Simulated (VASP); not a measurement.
Ni (space group Im-3m): computed properties

The numbers are results of r2SCAN meta-GGA, VASP's PBE PAW potentials (set 64) (plane waves; VASP), not measurements.

```yaml
space_group: Im-3m (229)
cell: a = 2.765 Å, b = 2.765 Å, c = 2.765 Å, α = 90.00°, β = 90.00°, γ = 90.00°
volume_per_atom: 10.57 Å³/atom
band gap (over mesh and band path): none (metal, semimetal or under 0.01 eV)
cell_moment: 0.60 μB
density: 9.22 g/cm³
```

```cif
data_Ni2
_chemical_formula_sum 'Ni2'
_space_group_name_H-M_alt 'Im-3m'
_space_group_IT_number 229
_space_group_name_Hall '-I 4 2 3'
_cell_length_a 2.76466
_cell_length_b 2.76466
_cell_length_c 2.76466
_cell_angle_alpha 90.000
_cell_angle_beta 90.000
_cell_angle_gamma 90.000
loop_
_atom_site_label
_atom_site_type_symbol
_atom_site_symmetry_multiplicity
_atom_site_Wyckoff_symbol
_atom_site_fract_x
_atom_site_fract_y
_atom_site_fract_z
_atom_site_occupancy
Ni1 Ni 2 a 0.00000 0.00000 0.00000 1
```
(The calculation used a cell of 1 atom; values per cell refer to that cell.)

The run has a spin-polarised start.

The structure comes from a computed database's Ni entry (Im-3m); how it stands against other phases isn't given here. It was relaxed first. Symmetry was kept, so distortions that lower it aren't found.
